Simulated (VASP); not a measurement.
Here is the system:

```
CELL_PARAMETERS angstrom
      0.00000     3.72600     3.72600
      3.72600     0.00000     3.72600
      3.72600     3.72600     0.00000
ATOMIC_POSITIONS crystal
  La 0.00000 0.00000 0.00000
  Te 0.50000 0.50000 0.50000
```

All values below come from PBEsol GGA, VASP's PBE PAW potentials (set 64) (plane waves; VASP). Settings: 400 eV cut-off, 8×8×8 Γ-centred mesh, first-order Methfessel-Paxton smearing of 0.10 eV, potentials La Te.

Energy and stress use the plane-wave basis of the starting cell.

Task: The ions, cell shape and volume are relaxed. Give the cell that the relaxation ends in.

Result: 
```
CELL_PARAMETERS angstrom
      0.00000     3.19508     3.19508
      3.19508     0.00000     3.19508
      3.19508     3.19508     0.00000
ATOMIC_POSITIONS crystal
  La 0.00000 0.00000 0.00000
  Te 0.50000 0.50000 0.50000
```
Space group Fm-3m (225), at a tolerance of 0.03 Å.

Task: How do energy and volume change from the first to the last step?

Result: The energy (σ→0) changes by -907.6 meV/atom and the volume by -36.9 %, in 3 ionic steps.

| step | E(σ→0) (eV) | max force (eV/Å) | pressure (GPa) | volume (Å³) |
|---|---|---|---|---|
| 1 | -10.2546 | 0.000 | -9.74 | 103.46 |
| 2 | -12.0560 | 0.000 | 2.18 | 63.15 |
| 3 | -12.0698 | 0.000 | 0.01 | 65.23 |

The structure was generated: LaTe was put into the rock salt type (Fm-3m), which need not be its known phase. This run relaxes it. Symmetry was kept, so distortions that lower it aren't found. The electron count is odd and the run is not spin-polarised, which forces a metal. VASP warned that the highest band is occupied, so more bands are needed.
